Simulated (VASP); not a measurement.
An input for Quantum ESPRESSO's pw.x (written as the equivalent of a VASP run, and not itself run):

```
&CONTROL
  calculation = 'vc-relax'
  pseudo_dir = './pseudo'
  outdir = './out'
  tprnfor = .true.
  tstress = .true.
  nstep = 60
  forc_conv_thr = 0.00078
/
&SYSTEM
  ibrav = 0
  nat = 12
  ntyp = 2
  ecutwfc = 84
  occupations = 'smearing'
  smearing = 'gaussian'
  degauss = 0.003675
  input_dft = 'pbesol'
/
&ELECTRONS
  conv_thr = 7.3e-08
  electron_maxstep = 100
/
&IONS
/
&CELL
/
ATOMIC_SPECIES
  Ti 47.867 Ti.upf
  O 15.999 O.upf
CELL_PARAMETERS angstrom
     4.5306879    0.0000000   -0.0000000
     0.0000000    5.5022368    0.0000000
    -0.0000000    0.0000000    4.8903859
ATOMIC_POSITIONS crystal
  Ti   0.5000000  0.6732125  0.7500000
  Ti   0.5000000  0.3267875  0.2500000
  Ti   0.0000000  0.8267875  0.2500000
  Ti   0.0000000  0.1732125  0.7500000
  O    0.7285107  0.6184761  0.0813438
  O    0.2714893  0.3815239  0.9186562
  O    0.7714893  0.8815239  0.5813438
  O    0.2285107  0.1184761  0.4186562
  O    0.2285107  0.8815239  0.9186562
  O    0.7714893  0.1184761  0.0813438
  O    0.2714893  0.6184761  0.4186562
  O    0.7285107  0.3815239  0.5813438
K_POINTS automatic
  5 4 4 0 0 0
```

Problem. Write the VASP files for the same calculation (PBEsol).

Solution. One answer among several that fit: 
**POSCAR**
```
TiO2
1.0
  4.5306879106   0.0000000000   0.0000000000
  0.0000000000   5.5022367802   0.0000000000
  0.0000000000   0.0000000000   4.8903859008
Ti O
4 8
direct
  0.5000000000   0.6732125007   0.7500000000
  0.5000000000   0.3267874993   0.2500000000
  0.0000000000   0.8267874993   0.2500000000
  0.0000000000   0.1732125007   0.7500000000
  0.7285106784   0.6184761000   0.0813438169
  0.2714893216   0.3815239000   0.9186561831
  0.7714893216   0.8815239000   0.5813438169
  0.2285106784   0.1184761000   0.4186561831
  0.2285106784   0.8815239000   0.9186561831
  0.7714893216   0.1184761000   0.0813438169
  0.2714893216   0.6184761000   0.4186561831
  0.7285106784   0.3815239000   0.5813438169
```

INCAR:
```
# general
SYSTEM   =  TiO2
PREC     =  Accurate
ENCUT    =  520
LREAL    =  F
LASPH    =  T

# electronic loop
EDIFF    =  1E-6
NELM     =  100
ALGO     =  Normal
LMAXMIX  =  4

# smearing
ISMEAR   =  0
SIGMA    =  0.05

# functional
GGA      =  PS

# ions
IBRION   =  2
NSW      =  60
ISIF     =  3
EDIFFG   =  -0.02

# output
LWAVE    =  F
LCHARG   =  F
```

KPOINTS:
```
Automatic mesh
0
Gamma
5 4 4
0 0 0
```

POTCAR, in this order: Ti_sv O (PBE.64 set). Program: vasp_std.

What does not carry over: the potentials are each code's own (VASP's PAW set, PseudoDojo norm-conserving files in pw.x), so ENCUT and ecutwfc are chosen apart and not converted; conv_thr bounds pw.x's estimated SCF error, while EDIFF bounds the energy change between steps; forc_conv_thr acts on force components and is met together with etot_conv_thr.

The structure comes from a computed database's TiO2 entry (Pbcn); how it stands against other phases isn't given here. This run relaxes it. Symmetry was kept, so distortions that lower it aren't found. The start is the result of an earlier pass.
